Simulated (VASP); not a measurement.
Level of theory: PBE GGA, VASP's PBE PAW potentials (set 64) (plane waves; VASP).

Input for VASP

KPOINTS:
```
Regular mesh
0
Gamma
 3 3 3
0 0 0
```

**POSCAR**
```
Al
1
    0.0000000000     8.0708711084     8.0708711084
    8.0708711084     0.0000000000     8.0708711084
    8.0708711084     8.0708711084     0.0000000000
Al
64
Direct
  0.0000000000   0.0000000000   0.0000000000
  0.0000000000   0.0000000000   0.2500000000
  0.0000000000   0.0000000000   0.5000000000
  0.0000000000   0.0000000000   0.7500000000
  0.0000000000   0.2500000000   0.0000000000
  0.0000000000   0.2500000000   0.2500000000
  0.0000000000   0.2500000000   0.5000000000
  0.0000000000   0.2500000000   0.7500000000
  0.0000000000   0.5000000000   0.0000000000
  0.0000000000   0.5000000000   0.2500000000
  0.0000000000   0.5000000000   0.5000000000
  0.0000000000   0.5000000000   0.7500000000
  0.0000000000   0.7500000000   0.0000000000
  0.0000000000   0.7500000000   0.2500000000
  0.0000000000   0.7500000000   0.5000000000
  0.0000000000   0.7500000000   0.7500000000
  0.2500000000   0.0000000000   0.0000000000
  0.2500000000   0.0000000000   0.2500000000
  0.2500000000   0.0000000000   0.5000000000
  0.2500000000   0.0000000000   0.7500000000
  0.2500000000   0.2500000000   0.0000000000
  0.2500000000   0.2500000000   0.2500000000
  0.2500000000   0.2500000000   0.5000000000
  0.2500000000   0.2500000000   0.7500000000
  0.2500000000   0.5000000000   0.0000000000
  0.2500000000   0.5000000000   0.2500000000
  0.2500000000   0.5000000000   0.5000000000
  0.2500000000   0.5000000000   0.7500000000
  0.2500000000   0.7500000000   0.0000000000
  0.2500000000   0.7500000000   0.2500000000
  0.2500000000   0.7500000000   0.5000000000
  0.2500000000   0.7500000000   0.7500000000
  0.5000000000   0.0000000000   0.0000000000
  0.5000000000   0.0000000000   0.2500000000
  0.5000000000   0.0000000000   0.5000000000
  0.5000000000   0.0000000000   0.7500000000
  0.5000000000   0.2500000000   0.0000000000
  0.5000000000   0.2500000000   0.2500000000
  0.5000000000   0.2500000000   0.5000000000
  0.5000000000   0.2500000000   0.7500000000
  0.5000000000   0.5000000000   0.0000000000
  0.5000000000   0.5000000000   0.2500000000
  0.5000000000   0.5000000000   0.5000000000
  0.5000000000   0.5000000000   0.7500000000
  0.5000000000   0.7500000000   0.0000000000
  0.5000000000   0.7500000000   0.2500000000
  0.5000000000   0.7500000000   0.5000000000
  0.5000000000   0.7500000000   0.7500000000
  0.7500000000   0.0000000000   0.0000000000
  0.7500000000   0.0000000000   0.2500000000
  0.7500000000   0.0000000000   0.5000000000
  0.7500000000   0.0000000000   0.7500000000
  0.7500000000   0.2500000000   0.0000000000
  0.7500000000   0.2500000000   0.2500000000
  0.7500000000   0.2500000000   0.5000000000
  0.7500000000   0.2500000000   0.7500000000
  0.7500000000   0.5000000000   0.0000000000
  0.7500000000   0.5000000000   0.2500000000
  0.7500000000   0.5000000000   0.5000000000
  0.7500000000   0.5000000000   0.7500000000
  0.7500000000   0.7500000000   0.0000000000
  0.7500000000   0.7500000000   0.2500000000
  0.7500000000   0.7500000000   0.5000000000
  0.7500000000   0.7500000000   0.7500000000
```

**QPOINTS**
```
k-points along high-symmetry lines
13
Line-mode
Cartesian
  0.000000   0.000000   0.000000 ! GAMMA
  0.000000   0.247805   0.000000 ! X

  0.000000   0.247805   0.000000 ! X
  0.061951   0.247805   0.061951 ! U

  0.185854   0.185854  -0.000000 ! K
  0.000000   0.000000   0.000000 ! GAMMA

  0.000000   0.000000   0.000000 ! GAMMA
  0.123902   0.123902   0.123902 ! L

  0.123902   0.123902   0.123902 ! L
  0.123902   0.247805  -0.000000 ! W

  0.123902   0.247805  -0.000000 ! W
  0.000000   0.247805   0.000000 ! X
```

### INCAR
```
SYSTEM = Al
PREC = Accurate; ENCUT = 400; LREAL = .FALSE.
LASPH = .TRUE.
EDIFF = 1E-7; NELM = 100; ALGO = Normal
ISMEAR = 1; SIGMA = 0.1
GGA = PE
IBRION = 6; NSW = 1; ISIF = 2
POTIM = 0.015; NFREE = 2
LWAVE = .FALSE.; LCHARG = .FALSE.
LPHON_DISPERSION = .TRUE.
```

POTCAR, in this order: Al (PBE.64 set). Program: vasp_std.

Output

### OSZICAR
```
       N       E                     dE             d eps       ncg     rms          rms(c)
DAV:   1     0.223438689970E+03    0.22344E+03   -0.57546E+04  1032   0.974E+02
DAV:   2    -0.213025549503E+03   -0.43646E+03   -0.40973E+03  1198   0.136E+02
DAV:   3    -0.240940334509E+03   -0.27915E+02   -0.26387E+02  1247   0.279E+01
DAV:   4    -0.241597190145E+03   -0.65686E+00   -0.64849E+00  1168   0.437E+00
DAV:   5    -0.241607198683E+03   -0.10009E-01   -0.99839E-02  1192   0.588E-01    0.105E+01
DAV:   6    -0.240796321689E+03    0.81088E+00   -0.96864E-02  1136   0.746E-01    0.610E+00
DAV:   7    -0.240205494003E+03    0.59083E+00   -0.24082E-01  1112   0.109E+00    0.869E-01
DAV:   8    -0.240199166558E+03    0.63274E-02   -0.42267E-03  1216   0.139E-01    0.858E-02
DAV:   9    -0.240199061109E+03    0.10545E-03   -0.65907E-05  1183   0.166E-02    0.158E-02
DAV:  10    -0.240199014647E+03    0.46462E-04   -0.88192E-07  1184   0.231E-03    0.210E-02
DAV:  11    -0.240199016302E+03   -0.16544E-05   -0.46416E-08   712   0.489E-04    0.236E-03
DAV:  12    -0.240199016101E+03    0.20005E-06   -0.41473E-09   647   0.175E-04    0.105E-04
DAV:  13    -0.240199016435E+03   -0.33316E-06   -0.98634E-10   613   0.636E-05    0.846E-05
DAV:  14    -0.240199016486E+03   -0.51644E-07   -0.13520E-10   597   0.280E-05
   1 F= -.24019902E+03 E0= -.24021665E+03  d E =0.528906E-01
 Found     1 degrees of freedom:
       N       E                     dE             d eps       ncg     rms          rms(c)
DAV:   1    -0.240198503313E+03    0.51312E-03   -0.25851E-02  1594   0.376E-01    0.520E-02
DAV:   2    -0.240198491008E+03    0.12305E-04   -0.98490E-04  1720   0.739E-02    0.307E-02
DAV:   3    -0.240198484148E+03    0.68598E-05   -0.42136E-05  1734   0.144E-02    0.181E-02
DAV:   4    -0.240198482437E+03    0.17114E-05   -0.68602E-06  1743   0.517E-03    0.813E-03
DAV:   5    -0.240198482541E+03   -0.10402E-06   -0.10497E-06  1767   0.214E-03    0.211E-03
DAV:   6    -0.240198482562E+03   -0.20740E-07   -0.52574E-08   885   0.530E-04
   2 F= -.24019848E+03 E0= -.24021611E+03  d E =0.528723E-01
       N       E                     dE             d eps       ncg     rms          rms(c)
DAV:   1    -0.240198602432E+03   -0.11989E-03   -0.92453E-02  1583   0.660E-01    0.982E-02
DAV:   2    -0.240198515684E+03    0.86748E-04   -0.36300E-03  1736   0.140E-01    0.597E-02
DAV:   3    -0.240198488304E+03    0.27380E-04   -0.16997E-04  1741   0.285E-02    0.339E-02
DAV:   4    -0.240198482048E+03    0.62565E-05   -0.26994E-05  1744   0.103E-02    0.150E-02
DAV:   5    -0.240198482487E+03   -0.43956E-06   -0.37456E-06  1788   0.410E-03    0.403E-03
DAV:   6    -0.240198482561E+03   -0.73671E-07   -0.18850E-07  1200   0.995E-04
   3 F= -.24019848E+03 E0= -.24021611E+03  d E =0.528723E-01
```

OUTCAR:
```
------------------------ aborting loop because EDIFF is reached ----------------------------------------
  FORCE on cell =-STRESS in cart. coord.  units (eV):
  Direction    XX          YY          ZZ          XY          YZ          ZX
  --------------------------------------------------------------------------------------
  Total        3.2128013      3.2127454      3.2127454      0.0000000     -0.0000000      0.0000000
  in kB        4.8955695      4.8954843      4.8954843      0.0000000     -0.0000000      0.0000000
  external PRESSURE =       4.8955127 kB  Pullay stress =       0.0000000 kB
  volume of cell :     1051.46
      direct lattice vectors                 reciprocal lattice vectors
     0.000000000  8.070871108  8.070871108    -0.061951181  0.061951181  0.061951181
     8.070871108  0.000000000  8.070871108     0.061951181 -0.061951181  0.061951181
     8.070871108  8.070871108  0.000000000     0.061951181  0.061951181 -0.061951181
 POSITION                                       TOTAL-FORCE (eV/Angst)
 -----------------------------------------------------------------------------------
     -0.01500      0.00000      0.00000         0.071243      0.000000      0.000000
      2.01772      2.01772      0.00000        -0.009960     -0.009127      0.000000
      4.03544      4.03544      0.00000        -0.000172     -0.000521      0.000000
      6.05315      6.05315      0.00000        -0.010317     -0.009606      0.000000
      2.01772      0.00000      2.01772        -0.009960      0.000000     -0.009127
      4.03544      2.01772      2.01772         0.000569      0.000210      0.000210
      6.05315      4.03544      2.01772        -0.000391      0.000205      0.000974
      8.07087      6.05315      2.01772         0.002612      0.000047     -0.000047
      4.03544      0.00000      4.03544        -0.000172      0.000000     -0.000521
      6.05315      2.01772      4.03544        -0.000391      0.000974      0.000205
      8.07087      4.03544      4.03544        -0.001481      0.000000      0.000000
     10.08859      6.05315      4.03544        -0.000388      0.000968      0.000222
      6.05315      0.00000      6.05315        -0.010317      0.000000     -0.009606
      8.07087      2.01772      6.05315         0.002612     -0.000047      0.000047
     10.08859      4.03544      6.05315        -0.000388      0.000222      0.000968
     12.10631      6.05315      6.05315         0.000540      0.000215      0.000215
      0.00000      2.01772      2.01772         0.002612     -0.000047     -0.000047
      2.01772      4.03544      2.01772        -0.000388      0.000222     -0.000968
      4.03544      6.05315      2.01772         0.000540      0.000215     -0.000215
      6.05315      8.07087      2.01772        -0.010317      0.000000      0.009606
      2.01772      2.01772      4.03544        -0.000388     -0.000968      0.000222
      4.03544      4.03544      4.03544         0.001275     -0.000000      0.000000
      6.05315      6.05315      4.03544        -0.000391     -0.000974     -0.000205
      8.07087      8.07087      4.03544         0.002393      0.000000     -0.000000
      4.03544      2.01772      6.05315         0.000540     -0.000215      0.000215
      6.05315      4.03544      6.05315        -0.000391     -0.000205     -0.000974
      8.07087      6.05315      6.05315         0.000317      0.000004      0.000004
     10.08859      8.07087      6.05315        -0.000480      0.000000     -0.001082
      6.05315      2.01772      8.07087        -0.010317      0.009606      0.000000
      8.07087      4.03544      8.07087         0.002393     -0.000000      0.000000
     10.08859      6.05315      8.07087        -0.000480     -0.001082      0.000000
     12.10631      8.07087      8.07087        -0.001205      0.000000      0.000000
      0.00000      4.03544      4.03544        -0.001481      0.000000      0.000000
      2.01772      6.05315      4.03544        -0.000388      0.000968     -0.000222
      4.03544      8.07087      4.03544        -0.000172      0.000000      0.000521
      6.05315     10.08859      4.03544        -0.000391      0.000974     -0.000205
      2.01772      4.03544      6.05315        -0.000388     -0.000222      0.000968
      4.03544      6.05315      6.05315         0.000569     -0.000210     -0.000210
      6.05315      8.07087      6.05315        -0.000474      0.000000      0.001106
      8.07087     10.08859      6.05315         0.000317     -0.000004      0.000004
      4.03544      4.03544      8.07087        -0.000172      0.000521      0.000000
      6.05315      6.05315      8.07087        -0.000474      0.001106      0.000000
      8.07087      8.07087      8.07087        -0.002337      0.000000      0.000000
     10.08859     10.08859      8.07087        -0.000480      0.001082      0.000000
      6.05315      4.03544     10.08859        -0.000391     -0.000205      0.000974
      8.07087      6.05315     10.08859         0.000317      0.000004     -0.000004
     10.08859      8.07087     10.08859        -0.000480      0.000000      0.001082
     12.10631     10.08859     10.08859         0.000540     -0.000215     -0.000215
      0.00000      6.05315      6.05315         0.002612      0.000047      0.000047
      2.01772      8.07087      6.05315        -0.009960      0.000000      0.009127
      4.03544     10.08859      6.05315         0.000569      0.000210     -0.000210
      6.05315     12.10631      6.05315        -0.000391      0.000205     -0.000974
      2.01772      6.05315      8.07087        -0.009960      0.009127      0.000000
      4.03544      8.07087      8.07087        -0.001172      0.000000      0.000000
      6.05315     10.08859      8.07087        -0.000474     -0.001106      0.000000
      8.07087     12.10631      8.07087         0.002393      0.000000      0.000000
      4.03544      6.05315     10.08859         0.000569     -0.000210      0.000210
      6.05315      8.07087     10.08859        -0.000474      0.000000     -0.001106
      8.07087     10.08859     10.08859         0.000317     -0.000004     -0.000004
     10.08859     12.10631     10.08859        -0.000388     -0.000222     -0.000968
      6.05315      6.05315     12.10631        -0.000391     -0.000974      0.000205
      8.07087      8.07087     12.10631         0.002393      0.000000      0.000000
     10.08859     10.08859     12.10631        -0.000388     -0.000968     -0.000222
     12.10631     12.10631     12.10631         0.001275      0.000000      0.000000
 -----------------------------------------------------------------------------------
    total drift:                               -0.000035     -0.000000     -0.000000
  FREE ENERGIE OF THE ION-ELECTRON SYSTEM (eV)
  ---------------------------------------------------
  free  energy   TOTEN  =      -240.1984825611 eV

  energy  without entropy=     -240.2513548533  energy(sigma->0) =     -240.21610666
```
(Selected blocks of OUTCAR.)

The cell is a supercell, built from Al (fcc).
